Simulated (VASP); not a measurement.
```
WSi2
1.0
   -1.60500     1.60500     3.91500
    1.60500    -1.60500     3.91500
    1.60500     1.60500    -3.91500
Si W
2 1
Cartesian
  0.06674   0.01461   5.18677
 -0.13061   0.06516   2.69110
  0.06387  -0.07977  -0.04788
```

The numbers are results of PBE GGA, VASP's PBE PAW potentials (set 64) (plane waves; VASP), not measurements. Settings: 300 eV cut-off, 7×7×9 Γ-centred mesh, Gaussian smearing of 0.14 eV, potentials Si W_sv.

At this cut-off the stress carries a Pulay error, which pulls relaxed volumes low.

**Question.** The ions, cell shape and volume are relaxed. Predict the relaxed structure.

**Answer.** 
```
WSi2
1.0
   -1.61388     1.61361     3.92996
    1.61384    -1.61415     3.93041
    1.61361     1.61388    -3.93027
Si W
2 1
Direct
  0.66540   0.66533   0.99991
  0.33455   0.33471   0.00004
  0.00005   0.99997   0.00005
```
Space group I4/mmm (139), at a tolerance of 0.03 Å.

**Question.** How do energy and volume change from the first to the last step?

**Answer.** The energy (σ→0) changes by -133.7 meV/atom and the volume by +1.5 %, in 13 ionic steps.

| step | E(σ→0) (eV) | max force (eV/Å) | pressure (GPa) | volume (Å³) |
|---|---|---|---|---|
| 1 | -24.3907 | 3.200 | 9.04 | 40.34 |
| 2 | -24.4898 | 0.614 | -16.28 | 44.91 |
| 3 | -24.6734 | 0.845 | -6.98 | 42.60 |
| 4 | -24.7683 | 0.379 | 4.15 | 40.25 |
| 5 | -24.7723 | 0.393 | 2.05 | 40.62 |
| 6 | -24.7876 | 0.180 | -0.65 | 41.05 |
| 7 | -24.7879 | 0.188 | -0.34 | 40.99 |
| 8 | -24.7913 | 0.063 | 0.10 | 40.91 |
| 9 | -24.7914 | 0.062 | 0.21 | 40.90 |
| 10 | -24.7916 | 0.021 | -0.25 | 40.99 |
| 11 | -24.7916 | 0.026 | -0.20 | 40.97 |
| 12 | -24.7916 | 0.013 | 0.13 | 40.92 |
| 13 | -24.7916 | 0.006 | 0.01 | 40.94 |

The structure is a typed WSi2 crystal. In the starting cell atoms are displaced from their ideal sites. This run relaxes it. The k-mesh is coarse (spacing up to 0.31 per Å, 2π included), so the numbers may not be converged in it. The run is one of a series of settings (EDIFFG = -0.01, IBRION = 2, ISIF = 3, NSW = 50 against the base run), some of them coarse on purpose.
